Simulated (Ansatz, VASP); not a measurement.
## CsPbI2Br in VASP and in Ansatz

```xyz
5
Lattice="6.6941 0.0000 0.0000 0.0000 6.6941 0.0000 0.0000 0.0000 6.2603" Properties=species:S:1:pos:R:3 pbc="T T T"
Cs    3.3470    3.3470    3.1302
Pb    0.0000    0.0000    0.0000
I     0.0000    3.3470    0.0000
I     3.3470    0.0000    0.0000
Br    0.0000    0.0000    3.1302
```

Change from the starting cell: strain +0.050 along x and y, +0.050 along z, atoms carried along.

Alike in both runs: task single point; functional PBEsol; k mesh 4 × 4 × 6; occupations gaussian, width 0.05 eV; no spin polarisation.

|  | VASP | Ansatz |
| --- | --- | --- |
| version | VASP 6.6.1 | Ansatz 0.2.0 |
| potentials or method | VASP PAW PBE potentials, release 64 (Cs_sv, Pb_d, I, Br) | scalar-relativistic, plane waves, PAW |
| plane-wave cutoff (eV) | 520 | 420 |
| valence electrons in the cell | 44 | 64 |

Ansatz gave:

| Quantity | Value |
| --- | --- |
| gap on the k mesh at the Fermi level (eV) | 1.74 |
| least direct gap on the mesh (eV) | 1.74 |
| pressure (GPa) | -2.3 |
| largest component of the traceless stress (GPa) | 0.17 |

**Question.** Estimate VASP's values.

**Answer.** gap on the k mesh at the Fermi level (eV): 1.74; least direct gap on the mesh (eV): 1.74; pressure (GPa): -2.3; largest component of the traceless stress (GPa): 0.16.

The functional is the same, so the differences come from potentials, cutoffs and numerics. The two sets of potentials don't hold the same shells in valence.

Caveats: the PAW data sets were made with another functional, which shifts forces and pressure a little (VASP); spin-orbit coupling is left out, which as a rule narrows the gap of such compounds by several tenths of an eV. A k mesh can miss the band edges.
